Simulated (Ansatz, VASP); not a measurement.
# Te (Te/Au(110)) in two plane-wave programs

One calculation is typed for both programs; each brings its own data sets. How far apart do they land? The cell is taken from a series of runs on this material, whose earlier steps may have relaxed, scaled, displaced or heated it; both programs get it as it stands.

Main program and level: Ansatz 0.2.0; plane waves, with VASP 6.6.1 beside it; single point at PBE.

## (1) The structure

The cell holds 1 atom: 1 Te. Cell: a = 8.160 Å, b = 5.770 Å, c = 25.962 Å, α = 90.0°, β = 90.0°, γ = 90.0°. Vacuum lies along c.

## (2) Ansatz: single point, PBE

Ansatz runs on its default PAW (the set named soft_2) files.

With cell and atoms fixed, the geometry can't cause a difference; cores, projectors, grids and the points listed under the comparison can.

The input, input.yaml:

```yaml
crystal:
  lattice:
    - [8.16, 0.0, 0.0]
    - [0.0, 5.7699913344, 0.0]
    - [0.0, 0.0, 25.9622442327]
  atoms:
    - { symbol: Te, position: [0.25, 0.0, 0.6457880223], spin: 1.0 }
magnetization:
  spin_polarized: true
kpoints:
  mp_grid: { grid: [4, 5, 1] }
hamiltonian:
  xc: pbe
scf:
  occupations: { method: fermi_dirac, width: 0.1 }
  convergence: { dr2_threshold: 1.0e-08 }
efield:
  axis: 3
  dipole_correction: true
  ramp_position: 0.97
  ramp_width: 0.06
output:
  write_potential: true
  write_density: true
  volumetric_format: npy
```

On the command line:

```sh
ansatz run input.yaml --threads 4 --pin off --max-ram 12288MiB --backend cpu --events-out ev --progress --plain --runs-dir out
```

Numbers of over 12 decimals in the logs are rounded to 6 here.

The log of the run:

```text
Engine: ansatz 0.2.0, aarch64-unknown-linux-gnu
Pseudopotentials: kind: paw
Pseudopotential: Te, paw, valence charge 16, recommended cutoff 420 eV (normal), Te.paw.azcp
Functional definition: PBE
  parameter kappa = 0.804
  parameter beta = 0.066725
  exchange = pbe_x(kappa = kappa, mu = beta*pi^2/3)
  correlation = pbe_c(beta = beta)
Crystal: 1 atoms, lattice volume = 1222.384 Å³
Basis set: ecut = 420 eV, 23959 PW (Γ)
Bands: 13, of which v1, the nominal top of the filled ones, is band 8 counted from 1 (7 counted from 0)
Symmetry: 4 space group operations
k-points: 9 of 20
Non-local potential: Te, projectors of the file, l = 0: 2, l = 1: 2, l = 2: 2, l = 3: 2
PAW form: soft (Blöchl's): semilocal exchange-correlation on the pseudo side does not see the compensation charge
PAW one-centre angular grid: Te, 590 points (default); XC on 64 Gauss nodes
Initial density: superposition of atomic densities (neutral atoms: chi_scale 0, normalization atom)
Starting moments: Σ|m| = 1 μB on 1 of 1 site
Initial wavefunctions: pseudopotential atomic-orbital guess
Functional: x = pbe(κ = 0.804, μ = 0.219515), c = pbe(β = 0.066725)
iter 1 solved again at ethr=8.67e-7 eV; its pass at ethr=3.10e-3 eV (dr2=1.39e-4 eV) is discarded
SCF iter   1: F=—  HF=-6977.230140 eV  |F-HF|=—  |Δ(HF+E_count)|=         —  Δρ=7.23e-3 (↑7.22e-3 ↓7.23e-3)  dr2=9.21e-5  dr2_m=5.85e-1  M=1.504 μB ∫|m|=1.504 μB  β_m=1.00  ethr=8.67e-7  p=-0.000 e·Å  D=-4.06e-8 V/Å  ΔV_dip=0.00 eV  dr2_dipole=1.89e-12  V_vac-E_F(+/−)=5.84/5.84 eV  ⟨swp⟩=4.8  Hψ=2341  notcnv=0
efield: sawtooth ramp at fractional position 0.9700 (set: `efield.ramp_position`, or a place that a band, a saddle search or an elastic batch's reference lends), width 0.0600; the density the first Hamiltonian is built on has a dipole p = -0.000 e·Å; the dipole correction subtracts the counter field D = -4.06e-8 V/Å, which shifts the + side's vacuum level by +0.00 eV against the − side's; the planar-averaged density in the ramp window peaks in size at 6.7e-7 e/Å³
preconditioner: auto → none  [metal: Δε(μ)=0.089 eV  Ē_g=4.836 eV  σ=0.100 eV  W_gap=0.21  n_scr=42 (ndim 8)  ℏωp=2.1 eV  f_vac=0.886  D(μ)=9.00/eV (n_scr^D=28)  sad-step TF]
SCF iter   2: F=—  HF=-6977.486555 eV  |F-HF|=—  |Δ(HF+E_count)|=   2.56e-1  Δρ=1.40e-3 (↑1.40e-3 ↓1.37e-3)  dr2=3.43e-3  dr2_m=2.09e-2  M=1.999 μB ∫|m|=1.999 μB  β_m=1.00  ethr=5.76e-7  p=-0.000 e·Å  D=-1.07e-7 V/Å  ΔV_dip=0.00 eV  dr2_dipole=1.22e-11  V_vac-E_F(+/−)=5.52/5.52 eV  ⟨swp⟩=5.1  Hψ=691  notcnv=0  κ⁻¹=1.0e0(r=1)
SCF iter   3: F=—  HF=-6977.603131 eV  |F-HF|=—  |Δ(HF+E_count)|=   1.17e-1  Δρ=5.39e-4 (↑2.58e-4 ↓5.39e-4)  dr2=1.10e-2  dr2_m=4.56e-4  M=2.000 μB ∫|m|=2.000 μB  β_m=1.00  ethr=5.76e-7  p=-0.000 e·Å  D=-2.72e-7 V/Å  ΔV_dip=0.00 eV  dr2_dipole=8.21e-12  V_vac-E_F(+/−)=5.33/5.33 eV  ⟨swp⟩=4.0  Hψ=596  notcnv=0  κ⁻¹=5.0e-3(r=2)
SCF iter   4: F=—  HF=-6977.638719 eV  |F-HF|=—  |Δ(HF+E_count)|=   3.56e-2  Δρ=8.30e-4 (↑4.00e-4 ↓8.30e-4)  dr2=2.90e-2  dr2_m=5.82e-4  M=2.000 μB ∫|m|=2.000 μB  β_m=1.00  ethr=5.76e-7  p=-0.000 e·Å  D=-5.38e-7 V/Å  ΔV_dip=0.00 eV  dr2_dipole=4.26e-12  V_vac-E_F(+/−)=5.32/5.32 eV  ⟨swp⟩=3.2  Hψ=450  notcnv=0  κ⁻¹=6.7e-4(r=3)
SCF iter   5: F=—  HF=-6977.661967 eV  |F-HF|=—  |Δ(HF+E_count)|=   2.32e-2  Δρ=1.19e-3 (↑6.42e-4 ↓1.19e-3)  dr2=6.37e-2  dr2_m=9.11e-4  M=2.000 μB ∫|m|=2.000 μB  β_m=1.00  ethr=5.76e-7  p=-0.000 e·Å  D=-6.17e-7 V/Å  ΔV_dip=0.00 eV  dr2_dipole=1.33e-12  V_vac-E_F(+/−)=5.33/5.33 eV  ⟨swp⟩=3.0  Hψ=467  notcnv=0  κ⁻¹=1.0e-5(r=4)
SCF iter   6: F=—  HF=-6977.679417 eV  |F-HF|=—  |Δ(HF+E_count)|=   1.74e-2  Δρ=1.52e-3 (↑9.35e-4 ↓1.52e-3)  dr2=1.14e-1  dr2_m=1.06e-3  M=2.000 μB ∫|m|=2.000 μB  β_m=1.00  ethr=5.76e-7  p=-0.000 e·Å  D=-4.69e-8 V/Å  ΔV_dip=0.00 eV  dr2_dipole=5.55e-12  V_vac-E_F(+/−)=5.34/5.34 eV  ⟨swp⟩=3.0  Hψ=468  notcnv=0  κ⁻¹=2.0e-6(r=5)
SCF iter   7: F=—  HF=-6977.698986 eV  |F-HF|=—  |Δ(HF+E_count)|=   1.96e-2  Δρ=1.88e-3 (↑1.31e-3 ↓1.88e-3)  dr2=1.90e-1  dr2_m=9.84e-4  M=2.000 μB ∫|m|=2.000 μB  β_m=1.00  ethr=5.76e-7  p=-0.000 e·Å  D=-9.85e-7 V/Å  ΔV_dip=0.00 eV  dr2_dipole=9.26e-13  V_vac-E_F(+/−)=5.33/5.33 eV  ⟨swp⟩=3.0  Hψ=468  notcnv=0  κ⁻¹=1.2e-7(r=6)
SCF iter   8: F=—  HF=-6977.711772 eV  |F-HF|=—  |Δ(HF+E_count)|=   1.28e-2  Δρ=1.99e-3 (↑1.64e-3 ↓1.99e-3)  dr2=2.46e-1  dr2_m=4.71e-4  M=2.000 μB ∫|m|=2.001 μB  β_m=1.00  ethr=5.76e-7  p=-0.000 e·Å  D=-1.69e-6 V/Å  ΔV_dip=0.00 eV  dr2_dipole=9.66e-13  V_vac-E_F(+/−)=5.33/5.33 eV  ⟨swp⟩=3.1  Hψ=520  notcnv=0  κ⁻¹=1.1e-7(r=7)
SCF iter   9: F=—  HF=-6977.716980 eV  |F-HF|=—  |Δ(HF+E_count)|=   5.21e-3  Δρ=1.98e-3 (↑1.85e-3 ↓1.98e-3)  dr2=2.72e-1  dr2_m=1.53e-4  M=2.000 μB ∫|m|=2.002 μB  β_m=1.00  ethr=5.76e-7  p=-0.000 e·Å  D=-4.51e-6 V/Å  ΔV_dip=0.00 eV  dr2_dipole=9.15e-11  V_vac-E_F(+/−)=5.29/5.29 eV  ⟨swp⟩=3.0  Hψ=468  notcnv=0  κ⁻¹=9.9e-8(r=8)
[...]
spin-set hold was let go at iteration 30 (at or past its limit, not by a criterion on the site moments or on the charge that they waited for): the magnetisation degrees of freedom join the quasi-Newton model from the next iteration; the mixer history was flushed
[...]
density mixer auto → broyden: no gap read (density of states about μ 1.52 of a free-electron gas's, 42 screened modes)
[...]
SCF iter  34: F=—  HF=-6977.653413 eV  |F-HF|=—  |Δ(HF+E_count)|=   1.22e-2  Δρ=1.14e-3 (↑6.92e-5 ↓1.14e-3)  dr2=2.10e-2  dr2_m=3.83e-3  M=1.999 μB ∫|m|=2.000 μB  β_m=1.20  ethr=5.76e-7  p=0.000 e·Å  D=8.56e-7 V/Å  ΔV_dip=-0.00 eV  dr2_dipole=1.08e-11  V_vac-E_F(+/−)=5.22/5.22 eV  ⟨swp⟩=3.6  Hψ=543  notcnv=0  κ⁻¹=9.0e-4(r=4)
SCF iter  35: F=—  HF=-6977.664762 eV  |F-HF|=—  |Δ(HF+E_count)|=   1.13e-2  Δρ=3.01e-4 (↑2.79e-5 ↓3.01e-4)  dr2=1.44e-3  dr2_m=2.52e-4  M=2.000 μB ∫|m|=2.000 μB  β_m=1.20  ethr=5.76e-7  p=0.000 e·Å  D=1.86e-7 V/Å  ΔV_dip=-0.00 eV  dr2_dipole=6.24e-13  V_vac-E_F(+/−)=5.25/5.25 eV  ⟨swp⟩=4.4  Hψ=682  notcnv=0  κ⁻¹=7.9e-4(r=5)
SCF iter  36: F=—  HF=-6977.665388 eV  |F-HF|=—  |Δ(HF+E_count)|=   6.26e-4  Δρ=1.10e-4 (↑1.58e-5 ↓1.10e-4)  dr2=2.06e-4  dr2_m=3.28e-5  M=2.000 μB ∫|m|=2.000 μB  β_m=1.20  ethr=5.76e-7  p=0.000 e·Å  D=3.32e-7 V/Å  ΔV_dip=-0.00 eV  dr2_dipole=1.96e-12  V_vac-E_F(+/−)=5.26/5.26 eV  ⟨swp⟩=3.2  Hψ=547  notcnv=0  κ⁻¹=5.0e-5(r=6)
SCF iter  37: F=—  HF=-6977.665467 eV  |F-HF|=—  |Δ(HF+E_count)|=   7.92e-5  Δρ=5.75e-5 (↑6.90e-6 ↓5.75e-5)  dr2=6.55e-5  dr2_m=9.99e-6  M=2.000 μB ∫|m|=2.000 μB  β_m=1.20  ethr=5.76e-7  p=0.000 e·Å  D=3.22e-7 V/Å  ΔV_dip=-0.00 eV  dr2_dipole=2.80e-12  V_vac-E_F(+/−)=5.27/5.27 eV  ⟨swp⟩=3.0  Hψ=448  notcnv=0  κ⁻¹=9.9e-6(r=7)
SCF iter  38: F=—  HF=-6977.665497 eV  |F-HF|=—  |Δ(HF+E_count)|=   2.96e-5  Δρ=2.73e-5 (↑5.68e-6 ↓2.73e-5)  dr2=1.71e-5  dr2_m=2.38e-6  M=2.000 μB ∫|m|=2.000 μB  β_m=1.20  ethr=4.10e-7  p=0.000 e·Å  D=7.28e-8 V/Å  ΔV_dip=-0.00 eV  dr2_dipole=1.91e-12  V_vac-E_F(+/−)=5.27/5.27 eV  ⟨swp⟩=2.5  Hψ=417  notcnv=0  κ⁻¹=1.3e-6(r=8)
SCF iter  39: F=—  HF=-6977.665500 eV  |F-HF|=—  |Δ(HF+E_count)|=   3.15e-6  Δρ=1.12e-5 (↑3.38e-6 ↓1.12e-5)  dr2=2.18e-6  dr2_m=2.50e-7  M=2.000 μB ∫|m|=2.000 μB  β_m=1.20  ethr=1.07e-7  p=-0.000 e·Å  D=-4.94e-7 V/Å  ΔV_dip=0.00 eV  dr2_dipole=1.26e-14  V_vac-E_F(+/−)=5.27/5.27 eV  ⟨swp⟩=3.0  Hψ=451  notcnv=0  κ⁻¹=7.5e-7(r=8)
SCF iter  40: F=—  HF=-6977.665493 eV  |F-HF|=—  |Δ(HF+E_count)|=   7.28e-6  Δρ=7.28e-6 (↑6.95e-7 ↓7.28e-6)  dr2=9.41e-7  dr2_m=1.36e-7  M=2.000 μB ∫|m|=2.000 μB  β_m=1.20  ethr=1.36e-8  p=-0.000 e·Å  D=-6.75e-7 V/Å  ΔV_dip=0.00 eV  dr2_dipole=6.11e-14  V_vac-E_F(+/−)=5.27/5.27 eV  ⟨swp⟩=2.5  Hψ=354  notcnv=0  κ⁻¹=3.5e-7(r=8)
SCF iter  41: F=—  HF=-6977.665493 eV  |F-HF|=—  |Δ(HF+E_count)|=   5.41e-7  Δρ=1.25e-6 (↑2.76e-7 ↓1.25e-6)  dr2=3.44e-8  dr2_m=4.76e-9  M=2.000 μB ∫|m|=2.000 μB  β_m=1.20  ethr=5.88e-9  p=-0.000 e·Å  D=-6.12e-7 V/Å  ΔV_dip=0.00 eV  dr2_dipole=3.54e-15  V_vac-E_F(+/−)=5.27/5.27 eV  ⟨swp⟩=2.6  Hψ=430  notcnv=0  κ⁻¹=8.4e-8(r=8)
SCF iter  42: F=—  HF=-6977.665493 eV  |F-HF|=—  |Δ(HF+E_count)|=   4.34e-9  Δρ=6.48e-7 (↑1.25e-7 ↓6.48e-7)  dr2=8.17e-9  dr2_m=1.39e-9  M=2.000 μB ∫|m|=2.000 μB  β_m=1.20  ethr=6.25e-11  p=-0.000 e·Å  D=-5.84e-7 V/Å  ΔV_dip=0.00 eV  dr2_dipole=2.63e-16  V_vac-E_F(+/−)=5.27/5.27 eV  ⟨swp⟩=5.2  Hψ=1093  notcnv=0  κ⁻¹=6.7e-8(r=8)
SCF iter  43: F=-6977.665493 eV  HF=-6977.665493 eV  |F-HF|=5.46e-12  |Δ(HF+E_count)|=   2.71e-9  Δρ=1.28e-7 (↑2.75e-8 ↓1.28e-7)  dr2=3.12e-10  dr2_m=4.83e-11  M=2.000 μB ∫|m|=2.000 μB  ethr=5.11e-11  p=-0.000 e·Å  D=-5.82e-7 V/Å  ΔV_dip=0.00 eV  dr2_dipole=2.80e-16  V_vac-E_F(+/−)=5.27/5.27 eV  ⟨swp⟩=4.3  Hψ=779  notcnv=0
SCF 1 converged in 43 iterations: F = -6977.665493 eV  dr2 = 3.12e-10
  greatest PAW one-centre occupation: 0.998 electrons in one spin orbital (limit 2), on the Te atom at site 0 (counted from 0), in its partial waves of l = 2
WARN: The output density's exchange-correlation potential varies sharply where the density is thin. Do not read a vacuum level from v_tot or v_xc, or from such a field of the output density. On a cell that repeats whose density bears no net charge and no dipole along the vacuum's axis use v_es (v_loc + v_h of the components); under efield.dipole_correction with no amplitude use v_es + v_field, which holds any externa [...]
this state was not tested for a lower state beside it, because the mixer in use, unlike msr1, does not test its closes by its own steps (another_mixer; see scf.mixing.algorithm and scf.lower_state_search)
SCF converged after 43 iterations
Magnetization: 1.9999 μB (9.0000 up, 7.0000 down)
Absolute magnetization: 2.0045 μB (∫|ρ↑−ρ↓|, with the PAW one-centre terms)
Spin contamination: 0.0016 ħ² per cell (⟨S²⟩ above its minimum at these occupations)
Per-site moments (μB) at R_I (Å): [(1.948180, 2.38012142544)]
Free energy (F): -6977.665493 eV
Harris-Foulkes:  -6977.665493 eV  (|F-HF|=5.46e-12)
Internal energy: -6977.488042 eV  (E = F + TS)
E sigma→0 (E₀):  -6977.576768 eV
Entropy (-TS):   -0.177451 eV (-177.451 meV/atom)
Fermi energy:    -4.903931 eV
Dipole field:    D = -0.000001 V/Å  (p = -0.000004 e·Å, saw-weighted, corrected)
Work function:   Φ+ = 5.2743 eV   Φ− = 5.2743 eV
Levels:          The Fermi level and band energies are counted from a zero that moves with the ramp; work functions are not
--- Per-component energies (eV) ---
  E_band       = -464.222441
  E_kinetic    = 178.820761
  E_local      = -4346.981118  (includes V_loc(G=0)·N_el)
  E_nonlocal   = -310.375375
  E_hartree    = 2247.302492
  E_xc         = -121.738058
  E_vxc        = -100.477677  (∫ρ·V_xc dr)
  E_paw        = -4662.147260  (= ΣΔE_a)
  E_vpaw       = -379.813908  (= ΣTr[D̂ρ^β])
  E_aug_tail   = -0.000184  (compensation charges beyond the density's cutoff)
  E_efield     = 0.000000  (sawtooth field / dipole correction)
  E_vefield    = 0.000036  (∫n·V_field dr)
  E_ewald      = 37.630702
  E_smearing   = -0.177451  (= −TS)
  E_closure    = 0.000000  (closes the sum)
  Σ components = -6977.665493   (vs F -6977.665493, Δ=0.00e0)
--- Band table (eV; the first three rows and the last of 18) ---
  k-point 0 ↑: bands = [... 4 lower, -41.2534, -15.2451, -6.1501, -6.1420, -5.9096, -0.7944, 0.2105, 0.4006, ... 1 higher]
  k-point 1 ↑: bands = [... 4 lower, -41.2534, -15.2416, -6.1393, -6.1315, -6.0004, -0.5447, 0.3496, 0.5844, ... 1 higher]
  k-point 2 ↑: bands = [... 4 lower, -41.2534, -15.2360, -6.1368, -6.1215, -6.1143, 0.0556, 0.6842, 1.0440, ... 1 higher]
  k-point 8 ↓: bands = [... 4 lower, -41.0689, -13.9987, -4.9731, -4.8092, -4.8000, 0.8405, 0.9992, 1.2677, ... 1 higher]
```

The column dr2 measures how far the density is from self-consistency, as an energy; F and HF (Harris–Foulkes) agree once it is small.

(Part 1 of 2 ends here.)

[Lines on the potential files, build, host, timing and source positions are cut from VASP's logs without a mark.]

[Logs are printed without paths, hosts, clocks, repeated set-up lines and the standing remarks that a program may print on its own settings, such as how far it seeks lower states.]

[Hosts, paths, dates, database ids (printed as entryN), source tags and the programs' standing remarks are cut or masked in the printed files.]
